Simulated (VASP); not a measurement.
These are PBE GGA, VASP's PBE PAW potentials (set 64) (plane waves; VASP 6.6.1) values and carry that method's errors.

VASP input:

### INCAR
```
! general
SYSTEM =HfO2
PREC   =Accurate
ENCUT  =520
LREAL  =.FALSE.
LASPH  =.TRUE.

! electronic loop
EDIFF  =1E-3
NELM   =100
ALGO   =Normal
LMAXMIX=6

! smearing
ISMEAR =0
SIGMA  =0.05

! functional
GGA    =PE

! ions
ISIF   =2

! output
LWAVE  =.FALSE.
LCHARG =.FALSE.
```

### POSCAR
```
HfO2
1
    0.0000000000     2.5908000000     2.5908000000
    2.5908000000     0.0000000000     2.5908000000
    2.5908000000     2.5908000000     0.0000000000
Hf O
1 2
Direct
  0.0000000000   0.0000000000   0.0000000000
  0.2500000000   0.2500000000   0.2500000000
  0.7500000000   0.7500000000   0.7500000000
```

**KPOINTS**
```
Automatic mesh
0
Gamma
 7 7 7
```

POTCAR, in this order: Hf_pv O (PBE.64 set). Program: vasp_std.

The resulting files:

File OSZICAR:
```
       N       E                     dE             d eps       ncg     rms          rms(c)
DAV:   1     0.977141266103E+02    0.97714E+02   -0.13111E+04   600   0.145E+03
DAV:   2    -0.320904001650E+02   -0.12980E+03   -0.12693E+03   783   0.312E+02
DAV:   3    -0.360472862695E+02   -0.39569E+01   -0.39535E+01   768   0.536E+01
DAV:   4    -0.360701379786E+02   -0.22852E-01   -0.22849E-01   726   0.450E+00
DAV:   5    -0.360703343333E+02   -0.19635E-03   -0.19634E-03   757   0.383E-01    0.420E+01
DAV:   6    -0.303302760666E+02    0.57401E+01   -0.32172E+01   691   0.382E+01    0.394E+01
DAV:   7    -0.302009566728E+02    0.12932E+00   -0.85789E-01   712   0.839E+00    0.275E+01
DAV:   8    -0.301665874060E+02    0.34369E-01   -0.33693E-01   754   0.585E+00    0.609E+00
DAV:   9    -0.301512226757E+02    0.15365E-01   -0.56074E-02   691   0.218E+00    0.166E+00
DAV:  10    -0.301513779560E+02   -0.15528E-03   -0.49577E-03   775   0.545E-01
   1 F= -.30151378E+02 E0= -.30151378E+02  d E =-.137012E-19
```

**OUTCAR**
```
------------------------ aborting loop because EDIFF is reached ----------------------------------------
  FORCE on cell =-STRESS in cart. coord.  units (eV):
  Direction    XX          YY          ZZ          XY          YZ          ZX
  --------------------------------------------------------------------------------------
  Total       -2.9977771     -2.9977771     -2.9977771     -0.0000000     -0.0000000      0.0000000
  in kB     -138.0950958   -138.0950958   -138.0950958     -0.0000000     -0.0000000      0.0000000
  external PRESSURE =    -138.0950958 kB  Pullay stress =       0.0000000 kB
  volume of cell :       34.78
      direct lattice vectors                 reciprocal lattice vectors
     0.000000000  2.590800000  2.590800000    -0.192990582  0.192990582  0.192990582
     2.590800000  0.000000000  2.590800000     0.192990582 -0.192990582  0.192990582
     2.590800000  2.590800000  0.000000000     0.192990582  0.192990582 -0.192990582
 POSITION                                       TOTAL-FORCE (eV/Angst)
 -----------------------------------------------------------------------------------
      0.00000      0.00000      0.00000         0.000000      0.000000      0.000000
      1.29540      1.29540      1.29540         0.000000     -0.000000      0.000000
      3.88620      3.88620      3.88620        -0.000000      0.000000     -0.000000
 -----------------------------------------------------------------------------------
    total drift:                                0.000000      0.000000      0.000000
  FREE ENERGIE OF THE ION-ELECTRON SYSTEM (eV)
  ---------------------------------------------------
  free  energy   TOTEN  =       -30.1513779560 eV

  energy  without entropy=      -30.1513779560  energy(sigma->0) =      -30.15137796
```
(Selected blocks of OUTCAR.)

The compound is HfO2 in the fluorite structure, the high-temperature cubic form, which is unstable at 0 K; the monoclinic form is the stable one. The cell was not relaxed at this level. The run is one of a series of settings (EDIFF = 1E-3 against the base run), some of them coarse on purpose.
